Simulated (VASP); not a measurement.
OSZICAR of a VASP run on Os (hcp):

### OSZICAR
```
       N       E                     dE             d eps       ncg     rms          rms(c)
DAV:   1     0.960852564248E+02    0.96085E+02   -0.75901E+03  3240   0.124E+03
DAV:   2    -0.203847591570E+02   -0.11647E+03   -0.10478E+03  3500   0.384E+02
DAV:   3    -0.267643648104E+02   -0.63796E+01   -0.59069E+01  3900   0.758E+01
DAV:   4    -0.268980751187E+02   -0.13371E+00   -0.13212E+00  3452   0.108E+01
DAV:   5    -0.268994919628E+02   -0.14168E-02   -0.14166E-02  3752   0.939E-01    0.343E+01
DAV:   6    -0.256604374540E+02    0.12391E+01   -0.13885E+00  3472   0.110E+01    0.153E+01
DAV:   7    -0.253213174912E+02    0.33912E+00   -0.85177E-01  3672   0.848E+00    0.841E-01
DAV:   8    -0.253122572084E+02    0.90603E-02   -0.81889E-03  3276   0.752E-01    0.262E-01
DAV:   9    -0.253109053290E+02    0.13519E-02   -0.11921E-03  3568   0.402E-01    0.562E-02
DAV:  10    -0.253109190131E+02   -0.13684E-04   -0.19717E-05  3740   0.371E-02    0.114E-02
DAV:  11    -0.253109100284E+02    0.89846E-05   -0.28959E-06  3208   0.215E-02    0.113E-03
DAV:  12    -0.253109099868E+02    0.41683E-07   -0.77458E-08  1708   0.275E-03
   1 F= -.25310910E+02 E0= -.25311252E+02  d E =-.253109E+02
```

Q: Which electronic solver shows in the log?

A: It is blocked Davidson (ALGO = Normal, or the opening steps of other solvers). The INCAR had ALGO = Normal.

Q: Can the final energy be trusted as converged?

A: Self-consistency was reached. It stopped with EDIFF = 1E-6, NELM = 100, NSW = 40 and EDIFFG = -0.02 after 1 ionic step (LDA (Ceperley-Alder, Perdew-Zunger), plane waves, VASP's LDA PAW potentials (set 64)).

The compound is Os in the hcp structure. It was relaxed first.
